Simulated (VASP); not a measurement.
Computed with PBEsol GGA, VASP's PBE PAW potentials (set 64) (plane waves; VASP 6.6.1).

The input files of a VASP run:

INCAR:
```
# general
SYSTEM=BP
PREC  =Accurate
ENCUT =520
LREAL =.False.
LASPH =.True.

# electronic loop
EDIFF =1E-7
NELM  =100
ALGO  =Normal

# smearing
ISMEAR=0
SIGMA =0.05

# functional
GGA   =PS

# ions
ISIF  =2

# output
LWAVE =.False.
LCHARG=.False.
```

### POSCAR
```
BP
2.3048840
  0.0000000000   0.9999999301   0.9999999301
  0.9999999301   0.0000000000   0.9999999301
  0.9999999301   0.9999999301   0.0000000000
B P
1 1
Cart
  0.0000000000   0.0000000000   0.0000000000
  0.4999999651   0.4999999651   0.4999999651
```

KPOINTS:
```
Automatic mesh
0
Gamma
10 10 10
0 0 0
```

POTCAR, in this order: B P (PBE.64 set). Program: vasp_std.

Question: What does the run give for the energy per atom (σ→0), pressure?

Answer: 
energy per atom (σ→0): -6.817 eV/atom
pressure: -8.83 GPa

File OSZICAR:
```
...
DAV:   7    -0.136432510048E+02    0.85100E-01   -0.21984E-01  1128   0.282E+00    0.113E+00
DAV:   8    -0.136341055829E+02    0.91454E-02   -0.25660E-02   856   0.106E+00    0.170E-01
DAV:   9    -0.136342169888E+02   -0.11141E-03   -0.49613E-04  1056   0.197E-01    0.856E-02
DAV:  10    -0.136342800174E+02   -0.63029E-04   -0.12811E-04   864   0.841E-02    0.208E-02
DAV:  11    -0.136342842392E+02   -0.42219E-05   -0.41547E-06  1112   0.186E-02    0.221E-02
DAV:  12    -0.136342845560E+02   -0.31676E-06   -0.14435E-06   840   0.720E-03    0.318E-03
DAV:  13    -0.136342845868E+02   -0.30830E-07   -0.39136E-08   400   0.166E-03
   1 F= -.13634285E+02 E0= -.13634285E+02  d E =-.921137E-15
```

The compound is BP in the zinc blende structure. This cell is one point of a volume scan, at 1.06 of the reference volume.
